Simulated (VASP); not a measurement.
Set up this calculation in VASP 6.6.1, as the native input.

| Item | Value |
| --- | --- |
| Task | density of states |
| Functional | LDA |
| Potentials or basis | VASP PAW LDA potentials, release 64 (Nb_sv, P) |
| Cutoff | 520 eV |
| k mesh | 18 × 18 × 18 |
| Occupations | gaussian, width 0.1 eV |
| Spin | no spin polarisation |
| k mesh for the DOS | 27 × 27 × 27 |
| Occupations for the DOS | tetrahedron |
| Further INCAR settings | ALGO = Normal; EDIFF = 1e-07; NBANDS = 26 |

The system is NbP.

```xyz
4
Lattice="-1.6514 1.6514 5.6128 1.6514 -1.6514 5.6128 1.6514 1.6514 -5.6128" Properties=species:S:1:pos:R:3 pbc="T T T"
Nb    0.0000    0.0000    8.4215
Nb    0.0000    1.6514    0.0023
P     0.0000    0.0000    3.7317
P     1.6514    0.0000    0.9253
```

The cell is a database's computed one.

These files were run (other wordings do the same):

POSCAR

```
NbP                                     
1.0
   -1.6514361409      1.6514361409      5.6128233209
    1.6514361409     -1.6514361409      5.6128233209
    1.6514361409      1.6514361409     -5.6128233209
  Nb              P             
     2     2
Direct
     0.7502036617914953    0.7502036617914953    0.0000000000000000
     0.5002036617914953    0.0002036617914953    0.5000000000000000
     0.3324249082085018    0.3324249082085018    0.0000000000000000
     0.0824249182085026    0.5824249182085026    0.5000000000000000
```

INCAR.step1

```
SYSTEM = NbP
PREC     = Accurate       ! precision mode
ENCUT    = 520            ! plane-wave cutoff, eV
EDIFF    = 1E-7           ! SCF threshold, eV
ISMEAR   = 0              ! smearing method
SIGMA    = 0.1            ! smearing width, eV
LREAL    = .False.        ! projectors in reciprocal space
LASPH    = .True.         ! aspherical terms in the spheres
NELM     = 60             ! most SCF steps
ALGO     = Normal         ! electronic algorithm
ISIF     = 2              ! what is computed and relaxed
LWAVE    = .False.        ! write WAVECAR
LCHARG   = .True.         ! write CHGCAR
LMAXMIX  = 4              ! l up to which the mixer works
GGA      = CA             ! functional
NBANDS   = 26             ! bands
```

KPOINTS.step1

```
Automatic mesh
0
Gamma
  18 18 18
  0 0 0
```

INCAR.step2

```
SYSTEM = NbP
PREC     = Accurate       ! precision mode
ENCUT    = 520            ! plane-wave cutoff, eV
EDIFF    = 1E-7           ! SCF threshold, eV
ISMEAR   = -5             ! smearing method
SIGMA    = 0.1            ! smearing width, eV
LREAL    = .False.        ! projectors in reciprocal space
LASPH    = .True.         ! aspherical terms in the spheres
NELM     = 60             ! most SCF steps
ALGO     = Normal         ! electronic algorithm
ISIF     = 2              ! what is computed and relaxed
LWAVE    = .False.        ! write WAVECAR
LCHARG   = .False.        ! write CHGCAR
LMAXMIX  = 4              ! l up to which the mixer works
GGA      = CA             ! functional
LORBIT   = 10             ! projections on sites
NBANDS   = 26             ! bands
NEDOS    = 1001           ! points of the DOS
ICHARG   = 11             ! starting density
```

KPOINTS.step2

```
Automatic mesh
0
Gamma
  27 27 27
  0 0 0
```

Potentials or basis: VASP PAW LDA potentials, release 64 (Nb_sv, P).

Launch:

```bash
$ cat potpaw_LDA.64/Nb_sv/POTCAR potpaw_LDA.64/P/POTCAR > POTCAR
$ cp INCAR.step1 INCAR
$ cp KPOINTS.step1 KPOINTS
$ mpirun -np 1 vasp_std > vasp.out
$ cp INCAR.step2 INCAR
$ cp KPOINTS.step2 KPOINTS
$ mpirun -np 1 vasp_std > vasp.out
```

It gave:

```yaml
Valence_electrons_inside_the_program's_atomic_spheres: Nb 10.75; P 2.58
```

Run time: 61 min on 1 thread of Intel(R) Xeon(R) Platinum 8488C (Sapphire Rapids), with other jobs on the host, peak memory 1.9 GiB.
